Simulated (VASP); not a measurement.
ZrC (rock salt) is relaxed at rising pressure, each step from the one before. Symmetry mostly holds the structure type, and other phases were not tried. The mesh follows the cell, and a change of mesh leaves a small step in the series.

Consider the following.

```cif
data_C4Zr4
_chemical_formula_sum 'Zr4 C4'
_space_group_name_H-M_alt 'Fm-3m'
_space_group_IT_number 225
_space_group_name_Hall '-F 4 2 3'
_cell_length_a 4.71096
_cell_length_b 4.71096
_cell_length_c 4.71096
_cell_angle_alpha 90.000
_cell_angle_beta 90.000
_cell_angle_gamma 90.000
loop_
_atom_site_label
_atom_site_type_symbol
_atom_site_symmetry_multiplicity
_atom_site_Wyckoff_symbol
_atom_site_fract_x
_atom_site_fract_y
_atom_site_fract_z
_atom_site_occupancy
Zr1 Zr 4 a 0.00000 0.00000 0.00000 1
C1 C 4 b 0.50000 0.50000 0.50000 1
```
(The calculation used a cell of 2 atoms; values per cell refer to that cell.)

The numbers are results of PBE GGA, VASP's PBE PAW potentials (set 64) (plane waves; VASP), not measurements. Run with 620 eV cut-off, 13×13×13 Γ-centred mesh, first-order Methfessel-Paxton smearing of 0.10 eV, potentials Zr_sv C.

```csv
P (GPa),V (Å³/atom),H − H(0) (eV/atom),space group,gap on the mesh (eV),k-mesh
0,13.07,0.000,Fm-3m,0.00,13×13×13
5,12.79,0.403,Fm-3m,0.00,13×13×13
10,12.53,0.798,Fm-3m,0.00,14×14×14
20,12.09,1.567,Fm-3m,0.00,14×14×14
30,11.72,2.310,Fm-3m,0.00,14×14×14
45,11.24,3.384,Fm-3m,0.00,14×14×14
```

Pressures at which the relaxation failed are left out.

The compound is ZrC in the rock salt structure.
